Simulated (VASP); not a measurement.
These are PBE GGA, VASP's PBE PAW potentials (set 64) (plane waves; VASP) values and carry that method's errors.

VASP input:

KPOINTS:
```
Automatic
0
gamma
  12 12 12
0 0 0
```

**INCAR**
```
# general
SYSTEM=C
PREC  =Accurate
ENCUT =520
LREAL =.False.
LASPH =.True.
NELECT=8.5

# electronic loop
EDIFF =1E-6
NELM  =100
ALGO  =Normal

# smearing
ISMEAR=0
SIGMA =0.05

# functional
GGA   =PE

# ions
ISIF  =2

# output
LWAVE =.False.
LCHARG=.False.
```

**POSCAR**
```
C
1
    0.0000000000     1.7402750000     1.7798260000
    1.7408840000     0.0000000000     1.7798260000
    1.7408840000     1.7402750000     0.0000000000
C
2
Direct
  0.0000000000   0.0000000000   0.0000000000
  0.2320380000   0.2679620000   0.2679620000
```

POTCAR, in this order: C (PBE.64 set). Program: vasp_std.

Output of the run:

### OSZICAR
```
       N       E                     dE             d eps       ncg     rms          rms(c)
DAV:   1     0.898660082853E+01    0.89866E+01   -0.53607E+03  7992   0.103E+03
DAV:   2    -0.111802380532E+02   -0.20167E+02   -0.19566E+02 11744   0.121E+02
DAV:   3    -0.113082309674E+02   -0.12799E+00   -0.12772E+00  8264   0.124E+01
DAV:   4    -0.113084878487E+02   -0.25688E-03   -0.25687E-03 11128   0.487E-01
DAV:   5    -0.113084881074E+02   -0.25875E-06   -0.26000E-06  8160   0.716E-03    0.660E+00
DAV:   6    -0.104154688512E+02    0.89302E+00   -0.99600E-01  8088   0.802E+00    0.369E+00
DAV:   7    -0.102003581103E+02    0.21511E+00   -0.51431E-01  9760   0.600E+00    0.111E+00
DAV:   8    -0.102010823174E+02   -0.72421E-03   -0.55706E-03  9088   0.762E-01    0.156E-01
DAV:   9    -0.102003631729E+02    0.71914E-03   -0.19658E-03  8064   0.368E-01    0.205E-02
DAV:  10    -0.102003710287E+02   -0.78558E-05   -0.14182E-05  9288   0.502E-02    0.119E-02
DAV:  11    -0.102003706658E+02    0.36289E-06   -0.17120E-06  6224   0.126E-02
   1 F= -.10200371E+02 E0= -.10200106E+02  d E =-.529304E-03
```

### OUTCAR
```
------------------------ aborting loop because EDIFF is reached ----------------------------------------
  FORCE on cell =-STRESS in cart. coord.  units (eV):
  Direction    XX          YY          ZZ          XY          YZ          ZX
  --------------------------------------------------------------------------------------
  Total       10.9720948     10.7117015     10.6843798      0.0000000     -0.4294106      0.0000000
  in kB     1630.0648264   1591.3796009   1587.3205692      0.0000000    -63.7952093      0.0000000
  external PRESSURE =    1602.9216655 kB  Pullay stress =       0.0000000 kB
  volume of cell :       10.78
      direct lattice vectors                 reciprocal lattice vectors
     0.000000000  1.740275000  1.779826000    -0.287210406  0.287310914  0.280926338
     1.740884000  0.000000000  1.779826000     0.287210406 -0.287310914  0.280926338
     1.740884000  1.740275000  0.000000000     0.287210406  0.287310914 -0.280926338
 POSITION                                       TOTAL-FORCE (eV/Angst)
 -----------------------------------------------------------------------------------
      0.00000      0.00000      0.00000         1.012318      0.000000      0.000000
      0.93298      0.87014      0.88991        -1.012318      0.000000     -0.000000
 -----------------------------------------------------------------------------------
    total drift:                                0.000002      0.000005     -0.000004
  FREE ENERGIE OF THE ION-ELECTRON SYSTEM (eV)
  ---------------------------------------------------
  free  energy   TOTEN  =       -10.2003706658 eV

  energy  without entropy=      -10.1998413622  energy(sigma->0) =      -10.20010601
```
(Selected blocks of OUTCAR.)

The cell is charged, with a uniform compensating background.

The compound is C in the diamond structure. The cell was not relaxed at this level, atoms are displaced from their ideal sites. The run is one of a series of settings (NELECT = 8.5 against the base run), some of them coarse on purpose.
